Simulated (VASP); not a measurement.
All values below come from PBE GGA with D3 dispersion (zero damping), VASP's PBE PAW potentials (set 64) (plane waves; VASP).

VASP input:

File POSCAR:
```
GaP
1
    0.0000000000     2.7076745918     2.7076745918
    2.7076745918     0.0000000000     2.7076745918
    2.7076745918     2.7076745918     0.0000000000
Ga P
1 1
Direct
  0.0000000000   0.0000000000   0.0000000000
  0.2500000000   0.2500000000   0.2500000000
```

INCAR:
```
SYSTEM = GaP
PREC = Accurate; ENCUT = 520; LREAL = F
LASPH = T
EDIFF = 1E-7; NELM = 100; ALGO = Normal
LMAXMIX = 4
ISMEAR = 0; SIGMA = 0.05
GGA = PE; IVDW = 11
ISIF = 2
LWAVE = F; LCHARG = F
```

File KPOINTS:
```
Automatic mesh
0
Gamma
8 8 8
0 0 0
```

POTCAR, in this order: Ga_d P (PBE.64 set). Program: vasp_std.

The run wrote:

File OSZICAR:
```
       N       E                     dE             d eps       ncg     rms          rms(c)
DAV:   1     0.809995898969E+02    0.81000E+02   -0.94152E+03   754   0.197E+03
DAV:   2    -0.331003830163E+01   -0.84310E+02   -0.81009E+02   819   0.332E+02
DAV:   3    -0.926495525900E+01   -0.59549E+01   -0.59318E+01   939   0.743E+01
DAV:   4    -0.937237871955E+01   -0.10742E+00   -0.10731E+00   926   0.110E+01
DAV:   5    -0.937502543973E+01   -0.26467E-02   -0.26465E-02   967   0.147E+00    0.435E+00
DAV:   6    -0.912771239295E+01    0.24731E+00   -0.46894E-01  1141   0.132E+01    0.287E+00
DAV:   7    -0.909934083855E+01    0.28372E-01   -0.12227E-01   981   0.265E+00    0.115E+00
DAV:   8    -0.909935081211E+01   -0.99736E-05   -0.15039E-02   889   0.187E+00    0.179E-01
DAV:   9    -0.909970858850E+01   -0.35778E-03   -0.16264E-03   974   0.715E-01    0.869E-02
DAV:  10    -0.909976644571E+01   -0.57857E-04   -0.12854E-04  1094   0.126E-01    0.382E-02
DAV:  11    -0.909983637963E+01   -0.69934E-04   -0.10143E-04   824   0.103E-01    0.601E-03
DAV:  12    -0.909983582683E+01    0.55280E-06   -0.40366E-06  1024   0.340E-02    0.320E-03
DAV:  13    -0.909983622625E+01   -0.39942E-06   -0.12317E-06   854   0.108E-02    0.169E-03
DAV:  14    -0.909983615944E+01    0.66809E-07   -0.80071E-08   617   0.389E-03
   1 F= -.95080814E+01 E0= -.95080814E+01  d E =-.405415E-15
```

File OUTCAR:
```
------------------------ aborting loop because EDIFF is reached ----------------------------------------
 Edisp (eV)   -0.40825
  FORCE on cell =-STRESS in cart. coord.  units (eV):
  Direction    XX          YY          ZZ          XY          YZ          ZX
  --------------------------------------------------------------------------------------
  Total       0.64369     0.64369     0.64369    -0.00000    -0.00000    -0.00000
  in kB      25.97567    25.97567    25.97567    -0.00000    -0.00000    -0.00000
  external pressure =       25.98 kB  Pullay stress =        0.00 kB
  volume of cell :       39.70
      direct lattice vectors                 reciprocal lattice vectors
     0.000000000  2.707674592  2.707674592    -0.184660299  0.184660299  0.184660299
     2.707674592  0.000000000  2.707674592     0.184660299 -0.184660299  0.184660299
     2.707674592  2.707674592  0.000000000     0.184660299  0.184660299 -0.184660299
  FREE ENERGIE OF THE ION-ELECTRON SYSTEM (eV)
  ---------------------------------------------------
  free  energy   TOTEN  =        -9.5080813759 eV

  energy  without entropy=       -9.5080813759  energy(sigma->0) =       -9.50808138
```
(Selected blocks of OUTCAR.)

The compound is GaP in the zinc blende structure. This cell is one point of a volume scan, at 0.97 of the reference volume.
